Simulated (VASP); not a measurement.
Level of theory: PBEsol GGA, VASP's PBE PAW potentials (set 64) (plane waves; VASP).

VASP ran on this input.

**KPOINTS**
```
k-points along high-symmetry lines
12
Line-mode
Reciprocal
  0.000000   0.000000   0.000000 ! GAMMA
  0.000000   0.000000  -0.500000 ! T

  0.000000   0.000000  -0.500000 ! T
 -0.328125   0.328125  -0.500000 ! H_2

 -0.343750   0.328125  -0.187500 ! H_0
  0.000000   0.500000   0.500000 ! L

  0.000000   0.500000   0.500000 ! L
  0.000000   0.000000   0.000000 ! GAMMA

  0.000000   0.000000   0.000000 ! GAMMA
 -0.335938   0.335938   0.000000 ! S_0

 -0.335937   0.328125  -0.343750 ! S_2
 -0.500000   0.000000  -1.000000 ! F

 -0.500000   0.000000  -1.000000 ! F
  0.000000   0.000000   0.000000 ! GAMMA
```

INCAR:
```
# general
SYSTEM =Ga2In2N4
PREC   =Accurate
ENCUT  =520
LREAL  =.FALSE.
LASPH  =.TRUE.
ICHARG =11

# electronic loop
EDIFF  =1E-7
NELM   =100
ALGO   =Normal
LMAXMIX=4

# smearing
ISMEAR =0
SIGMA  =0.05

# functional
GGA    =PS

# output
LWAVE  =.FALSE.
LCHARG =.FALSE.
LORBIT =11
```

POSCAR:
```
Ga2In2N4
1
    0.0000000000     2.3680548848     2.3680548848
    2.3680548848     0.0000000000     2.3680548848
    9.5328461663     9.5328461663    -0.0606266269
In N Ga
2 4 2
Direct
  0.0144798253   0.0144798253   0.9891401310
  0.9880143957   0.9880143957   0.2589892032
  0.2458581627   0.2458581627   0.0656063780
  0.2208922124   0.2208922124   0.3343308407
  0.2499564664   0.2499564664   0.5625326502
  0.2763272009   0.2763272009   0.7927545993
  0.9892579289   0.9892579289   0.5080565534
  0.0152138078   0.0152138078   0.7385896442
```

POTCAR, in this order: In_d N Ga_d (PBE.64 set). Program: vasp_std. Read from the step before: CHGCAR.

The run wrote:

File OSZICAR:
```
       N       E                     dE             d eps       ncg     rms          rms(c)
DAV:   1     0.811603193995E+03    0.81160E+03   -0.33949E+04  7504   0.276E+03
DAV:   2     0.115763143091E+03   -0.69584E+03   -0.67808E+03  7328   0.675E+02
DAV:   3    -0.313043957732E+02   -0.14707E+03   -0.14185E+03  8433   0.245E+02
DAV:   4    -0.437962815896E+02   -0.12492E+02   -0.12346E+02  9199   0.696E+01
DAV:   5    -0.442143401031E+02   -0.41806E+00   -0.41595E+00 10784   0.139E+01
DAV:   6    -0.442282768597E+02   -0.13937E-01   -0.13925E-01 10710   0.220E+00
DAV:   7    -0.442288076853E+02   -0.53083E-03   -0.53064E-03 11541   0.411E-01
DAV:   8    -0.442288258928E+02   -0.18207E-04   -0.18204E-04 11059   0.712E-02
DAV:   9    -0.442288266578E+02   -0.76502E-06   -0.76461E-06 10418   0.136E-02
DAV:  10    -0.442288266989E+02   -0.41107E-07   -0.40821E-07  7345   0.322E-03
   1 F= -.44228827E+02 E0= -.44227635E+02  d E =-.238338E-02
```

OUTCAR:
```
 val. band max:        6.1407711635   @ k =   0.0000   0.0000   0.0000

 cond. band min:       6.2323242883   @ k =   0.0000   0.0000   0.0000



 k-point     1 :       0.0000    0.0000    0.0000
  band No.  band energies     occupation
      1      -9.3843      2.00000
      2      -9.0342      2.00000
      3      -8.9613      2.00000
      4      -8.8941      2.00000
      5      -7.6687      2.00000
      6      -7.6687      2.00000
      7      -7.5630      2.00000
      8      -7.5478      2.00000
      9      -7.5478      2.00000
     10      -7.4411      2.00000
     11      -7.4411      2.00000
     12      -7.3779      2.00000
     13      -7.3779      2.00000
     14      -7.3561      2.00000
     15      -7.3561      2.00000
     16      -7.2071      2.00000
     17      -7.2071      2.00000
     18      -7.0031      2.00000
     19      -6.9610      2.00000
     20      -6.9610      2.00000
     21      -6.9571      2.00000
     22      -6.8168      2.00000
     23      -6.8168      2.00000
     24      -5.6579      2.00000
     25      -0.6564      2.00000
     26       2.0998      2.00000
     27       2.1638      2.00000
     28       4.7254      2.00000
     29       4.7255      2.00000
     30       5.2373      2.00000
     31       5.2374      2.00000
     32       5.6925      2.00000
     33       5.6925      2.00000
     34       5.7866      2.00000
     35       6.1408      1.91094
     36       6.1408      1.91085
     37       6.2323      0.37368
     38       8.6913      0.00000
     39       8.8286      0.00000
     40       9.6265      0.00000
     41      12.6589      0.00000
     42      13.5051      0.00000
     43      14.5588      0.00000

 k-point     2 :       0.0000    0.0000   -0.0455
  band No.  band energies     occupation
      1      -9.3840      2.00000
      2      -9.0348      2.00000
      3      -8.9613      2.00000
      4      -8.8940      2.00000
      5      -7.6687      2.00000
      6      -7.6687      2.00000
...
```

The density is held fixed in this step, so its total energy and stress have no physical meaning. Unless said otherwise, spin-orbit coupling is left out, though it shifts the bands of the heavy elements here.

The structure was generated: Ga2In2N4 was put into an ordered model structure (R3m), which need not be its known phase. It was relaxed first.
